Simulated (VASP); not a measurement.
Given:

```
CaO
1.0
    0.00000     2.44826     2.44826
    2.44826     0.00000     2.44826
    2.44826     2.44826     0.00000
Ca O
1 1
Direct
  0.00000   0.00000   0.00000
  0.50000   0.50000   0.50000
```

Level of theory: RPBE GGA, VASP's PBE PAW potentials (set 64) (plane waves; VASP). Settings: 520 eV cut-off, 8×8×8 Γ-centred mesh, Gaussian smearing of 0.050 eV, potentials Ca_sv O.

**Question.** What does the run give for the energy per atom (σ→0), band gap (on the k-mesh) with the smallest direct gap where there is one?

**Answer.** 
The band gap (on the k-mesh) is 3.75 eV and the smallest direct gap (on the k-mesh) is 4.13 eV. The energy per atom (σ→0) comes out as -6.049 eV/atom.

The absolute energy has meaning only against runs of the same code, potentials and settings.

The compound is CaO in the rock salt structure. It was relaxed first, which changed the volume by +5 %. The start is the result of an earlier pass.
